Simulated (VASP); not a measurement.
# SbMo (Fm-3m) in VASP: single point with PBE

Aim: the single point of SbMo with PBE.

Program: VASP 6.6.1. These are calculated values, not measurements. Logs are shortened: lines on timing, memory, paths and dates and some standing lists are left out, and cuts for length are marked.

### 1 The structure

It takes space group Fm-3m (No. 225, cubic). Conventional cell: a = 5.520 Å, b = 5.520 Å, c = 5.520 Å, α = 90.00°, β = 90.00°, γ = 90.00°. Around Mo (site symmetry m-3m) lie 6 Sb at 2.76 Å. Around Sb (site symmetry m-3m) lie 6 Mo at 2.76 Å.

The cell comes from a database or a generator and needn't be the stable form of this composition.

### 2 Single point, PBE

INCAR

```
ALGO     = Normal         # electronic algorithm
EDIFF    = 1E-7           # SCF threshold, eV
ENCUT    = 520            # plane-wave cutoff, eV
GGA      = PE             # functional
ISIF     = 2              # what is computed and relaxed
ISMEAR   = -1             # smearing method
LASPH    = T              # aspherical terms in the spheres
LCHARG   = T              # write CHGCAR
LELF     = T              # ELF
LREAL    = F              # projectors in reciprocal space
LVHAR    = T            
LWAVE    = F              # write WAVECAR
NBANDS   = 16             # bands
NELM     = 80             # most SCF steps
PREC     = Accurate       # precision mode
SIGMA    = 0.03           # smearing width, eV
```

KPOINTS

```
k-points
0
Gamma
  10 10 10
```

POSCAR

```
SbMo
1.0
    0.0000000000      2.7602407532      2.7602407532
    2.7602407532      0.0000000000      2.7602407532
    2.7602407532      2.7602407532      0.0000000000
Mo Sb
1 1
Direct
    0.0000000000      0.0000000000      0.0000000000
    0.5000000000      0.5000000000      0.5000000000
```

Potentials or basis: VASP PAW PBE potentials, release 64 (Mo_sv, Sb).

Started as:

```console
$ cat potpaw_PBE.64/Mo_sv/POTCAR potpaw_PBE.64/Sb/POTCAR > POTCAR
$ mpirun -np 1 vasp_std > vasp.out
```

OUTCAR:

```text
EDIFF = 1E-7
   ENCUT = 520
   GGA = PE
   ISIF = 2
   ISMEAR = -1
   LASPH = T
   LREAL = F
   NELM = 80
   PREC = Accurate

 ion  position               nearest neighbor table
   1  0.000  0.000  0.000-   2 2.76   2 2.76   2 2.76   2 2.76   2 2.76   2 2.76
   2  0.500  0.500  0.500-   1 2.76   1 2.76   1 2.76   1 2.76   1 2.76   1 2.76

  LATTYP: Found a face centered cubic cell.
 ALAT       =     5.5204815064

  Lattice vectors:

 A1 = (   0.0000000000,   2.7602407532,   2.7602407532)
 A2 = (   2.7602407532,   0.0000000000,   2.7602407532)
 A3 = (   2.7602407532,   2.7602407532,   0.0000000000)

Analysis of symmetry for initial positions (statically):
=====================================================================
 Subroutine PRICEL returns:
 Original cell was already a primitive cell.

 Routine SETGRP: Setting up the symmetry group for a
 face centered cubic supercell.

 Subroutine GETGRP returns: Found 48 space group operations
 (whereof 48 operations were pure point group operations)
 out of a pool of 48 trial point group operations.

The static configuration has the point symmetry O_h .

Analysis of symmetry for dynamics (positions and initial velocities):
=====================================================================
 Subroutine PRICEL returns:
 Original cell was already a primitive cell.

 Routine SETGRP: Setting up the symmetry group for a
 face centered cubic supercell.

 Subroutine GETGRP returns: Found 48 space group operations
 (whereof 48 operations were pure point group operations)
 out of a pool of 48 trial point group operations.

The dynamic configuration has the point symmetry O_h .

 Subroutine INISYM returns: Found 48 space group operations
 (whereof 48 operations are pure point group operations),
 and found     1 'primitive' translations

----------------------------------------------------------------------------------------

                                     Primitive cell

  volume of cell :      42.0602

  direct lattice vectors                    reciprocal lattice vectors
     0.000000000  2.760240753  2.760240753    -0.181143619  0.181143619  0.181143619
     2.760240753  0.000000000  2.760240753     0.181143619 -0.181143619  0.181143619
     2.760240753  2.760240753  0.000000000     0.181143619  0.181143619 -0.181143619

  length of vectors
     3.903569909  3.903569909  3.903569909     0.313749952  0.313749952  0.313749952

  position of ions in fractional coordinates (direct lattice)
     0.000000000  0.000000000  0.000000000
     0.500000000  0.500000000  0.500000000

  ion indices of the primitive-cell ions
   primitive index   ion index
                 1           1
                 2           2

----------------------------------------------------------------------------------------

 KPOINTS: k-points

Automatic generation of k-mesh.
 Grid dimensions read from file:
 generate k-points for:   10   10   10

 Generating k-lattice:

  Cartesian coordinates                     Fractional coordinates (reciprocal lattice)
    -0.018114362  0.018114362  0.018114362     0.100000000  0.000000000  0.000000000
     0.018114362 -0.018114362  0.018114362     0.000000000  0.100000000  0.000000000
     0.018114362  0.018114362 -0.018114362     0.000000000  0.000000000  0.100000000

  Length of vectors
     0.031374995  0.031374995  0.031374995

  Shift w.r.t. Gamma in fractional coordinates (k-lattice)
     0.000000000  0.000000000  0.000000000

 Subroutine IBZKPT returns following result:
 ===========================================

 Found     47 irreducible k-points:

 Following reciprocal coordinates:
            Coordinates               Weight
  0.000000  0.000000  0.000000      1.000000
  0.100000  0.000000  0.000000      8.000000
  0.200000  0.000000  0.000000      8.000000
  0.300000  0.000000  0.000000      8.000000
  0.400000  0.000000  0.000000      8.000000
  0.500000  0.000000  0.000000      4.000000
[... 16 lines left out ...]
  0.300000  0.300000  0.000000      6.000000
  0.400000  0.300000  0.000000     24.000000
 [... further k-points ...]
   k-points           NKPTS =     47   k-points in BZ     NKDIM =     47   number of bands    NBANDS=     16
   number of dos      NEDOS =    301   number of ions     NIONS =      2
   total plane-waves  NPLWV =  27000
   dimension x,y,z NGX =    30 NGY =   30 NGZ =   30
   dimension x,y,z NGXF=    60 NGYF=   60 NGZF=   60
   ions per type =               1   1
   NGX,Y,Z   is equivalent  to a cutoff of  12.78, 12.78, 12.78 a.u.
   NGXF,Y,Z  is equivalent  to a cutoff of  25.55, 25.55, 25.55 a.u.
 SYSTEM =  unknown system
   PREC   = accura    normal or accurate (medium, high low for compatibility)
   ISTART =      0    job   : 0-new  1-cont  2-samecut
   ICHARG =      2    charge: 1-file 2-atom 10-const
   ISPIN  =      1    spin polarized calculation?
   LNONCOLLINEAR =      F non collinear calculations
   LSORBIT =      F    spin-orbit coupling
   LASPH  =      T    aspherical Exc in radial PAW
   ENCUT  =  520.0 eV  38.22 Ry    6.18 a.u.   7.26  7.26  7.26*2*pi/ulx,y,z
   NELM   =     80;   NELMIN=  2; NELMDL= -5     # of ELM steps
   EDIFF  = 0.1E-06   stopping-criterion for ELM
   LREAL  =      F    real-space projection
   EDIFFG = 0.1E-05   stopping-criterion for IOM
   NSW    =      0    number of steps for IOM
   IBRION =     -1    ionic relax: 0-MD 1-quasi-New 2-CG
   NFREE  =      0    steps in history (QN), initial steepest desc. (CG)
   ISIF   =      2    stress and relaxation
   ISYM   =      2    0-nonsym 1-usesym 2-fastsym
   POTIM  = 0.5000    time-step for ionic-motion
   TEBEG  =    0.0;   TEEND  =   0.0 temperature during run
   PSTRESS=    0.0 pullay stress
   NELECT =      19.0000    total number of electrons
   NUPDOWN=      -1.0000    fix difference up-down
   EMIN   =  10.00;   EMAX   =-10.00  energy-range for DOS
   EFERMI =   0.00;   METHOD = LEGACY
   ISMEAR =    -1;   SIGMA  =   0.03  broadening in eV -4-tet -1-fermi 0-gaus
   EFERMI_NEDOS =   21; number of points for ismear=-14 and -15
   IALGO  =     38    algorithm
   IMIX   =      4    mixing-type and parameters
     AMIX     =   0.40;   BMIX     =  1.00
     AMIX_MAG =   1.60;   BMIX_MAG =  1.00
  volume/ion in A,a.u.               =      21.03       141.92
  Fermi-wavevector in a.u.,A,eV,Ry     =   1.256133  2.373748 21.468237  1.577871
  Thomas-Fermi vector in A             =   2.389856
   LORBIT       =      0    0 simple, 1 ext, 2 COOP (PROOUT), +10 PAW based schemes
   GGA     = PE    functional components
   LHFCALC =     F    Hartree Fock is set to
   AEXX    =    0.0000 exact exchange contribution
   IVDW    =     0    specifies the selected vdW correction
   LEPSILON=     F    determine dielectric tensor
   LRPA    =     F    only Hartree local field effects (RPA)
 non-spin polarized calculation
  energy-cutoff  :      520.00
  volume of cell :       42.06
 maximum number of plane-waves:      1158
 NGX is ok and might be reduce to    30
   NGX = 15   NGY = 15   NGZ = 15

 number of electron      19.0000002 magnetization

 Free energy of the ion-electron system (eV)
  ---------------------------------------------------
  ext. energy  EPLUGINS =         0.00000000
  ---------------------------------------------------
  free energy    TOTEN  =       -13.46976969 eV

  energy without entropy =      -13.45967686  energy(sigma->0) =      -13.46472328

 E-fermi :  10.1135     XC(G=0): -11.4194

 val. band max:       10.1098219151   @ k =  -0.3000   0.5000   0.2000
 cond. band min:      10.1559538200   @ k =   0.5000   0.2000   0.1000
 fundamental gap:      0.0461319049
 Fermi energy:        10.1135051498

 k-point     1 :       0.0000    0.0000    0.0000
  band No.  band energies     occupation
      1     -50.8025      2.00000
      2     -24.9294      2.00000
      3     -24.9294      2.00000
      4     -24.9294      2.00000
      5      -1.8187      2.00000
      6       8.7287      2.00000
[... 8 lines left out ...]
     15      17.1695      0.00000
     16      21.4369      0.00000

 k-point     2 :       0.1000    0.0000    0.0000
  band No.  band energies     occupation
      1     -50.8022      2.00000
      2     -24.9351      2.00000
      3     -24.9294      2.00000
      4     -24.9294      2.00000
      5      -1.6693      2.00000
      6       8.3284      2.00000
[... 8 lines left out ...]
     15      17.4079      0.00000
     16      20.4980      0.00000

 k-point     3 :       0.2000    0.0000    0.0000
  band No.  band energies     occupation
      1     -50.8014      2.00000
      2     -24.9500      2.00000
      3     -24.9294      2.00000
      4     -24.9294      2.00000
      5      -1.2353      2.00000
      6       7.1997      2.00000
[... 8 lines left out ...]
     15      18.7179      0.00000
     16      19.5279      0.00000

 k-point     4 :       0.3000    0.0000    0.0000
  band No.  band energies     occupation
      1     -50.8003      2.00000
      2     -24.9682      2.00000
      3     -24.9294      2.00000
      4     -24.9294      2.00000
      5      -0.5680      2.00000
      6       5.7684      2.00000
[... 8 lines left out ...]
     15      18.2185      0.00000
     16      18.2185      0.00000
[... 324 lines left out ...]
 k-point    22 :      -0.2000    0.2000    0.0000
  band No.  band energies     occupation
      1     -50.7999      2.00000
      2     -24.9631      2.00000
      3     -24.9446      2.00000
      4     -24.9273      2.00000
      5      -0.4119      2.00000
      6       5.7492      2.00000
[... 8 lines left out ...]
     15      17.6933      0.00000
     16      18.1841      0.00000

 k-point    23 :       0.3000    0.3000    0.0000
  band No.  band energies     occupation
      1     -50.7993      2.00000
      2     -24.9599      2.00000
      3     -24.9430      2.00000
      4     -24.9430      2.00000
      5      -0.4328      2.00000
      6       5.6190      2.00000
[... 8 lines left out ...]
     15      18.4404      0.00000
     16      20.4821      0.00000

 k-point    24 :       0.4000    0.3000    0.0000
  band No.  band energies     occupation
      1     -50.7985      2.00000
      2     -24.9691      2.00000
      3     -24.9461      2.00000
      4     -24.9447      2.00000
      5      -0.0753      2.00000
      6       5.4140      2.00000
[... 8 lines left out ...]
     15      18.4594      0.00000
     16      20.6405      0.00000

 [... further k-points ...]

------------------------ aborting loop because EDIFF is reached ----------------------------------------

  FORCE on cell =-STRESS in cart. coord.  units (eV):
  Direction    XX          YY          ZZ          XY          YZ          ZX
  --------------------------------------------------------------------------------------
  -------------------------------------------------------------------------------------
  Total       -0.0183924     -0.0183924     -0.0183924     -0.0000000      0.0000000     -0.0000000
  in kB       -0.7006137     -0.7006137     -0.7006137     -0.0000000      0.0000000     -0.0000000
  external PRESSURE =      -0.7006137 kB  Pullay stress =       0.0000000 kB

 VOLUME and BASIS-vectors are now :
 -----------------------------------------------------------------------------
  energy-cutoff  :      520.00
  volume of cell :       42.06
      direct lattice vectors                 reciprocal lattice vectors
     0.000000000  2.760240753  2.760240753    -0.181143619  0.181143619  0.181143619
     2.760240753  0.000000000  2.760240753     0.181143619 -0.181143619  0.181143619
     2.760240753  2.760240753  0.000000000     0.181143619  0.181143619 -0.181143619

 POSITION                                       TOTAL-FORCE (eV/Angst)
 -----------------------------------------------------------------------------------
      0.00000      0.00000      0.00000        -0.000000     -0.000000     -0.000000
      2.76024      2.76024      2.76024         0.000000      0.000000      0.000000
 -----------------------------------------------------------------------------------
    total drift:                               -0.000000      0.000000      0.000000

  FREE ENERGIE OF THE ION-ELECTRON SYSTEM (eV)
  ---------------------------------------------------
  free  energy   TOTEN  =       -13.4697696924 eV

  energy  without entropy=      -13.4596768605  energy(sigma->0) =      -13.46472328
```

Run time: 30 s. Hardware: 1 thread of Intel Xeon 6975P-C (Granite Rapids), shared host; peak memory 0.17 GiB.

What came out:

```yaml
Free_energy: -13.4698 eV
Pressure: -0.1 GPa
Band_gap_on_the_k_mesh: none (metal or under the smearing width)
```

Spin-orbit coupling is left out, which matters for the levels of Sb.
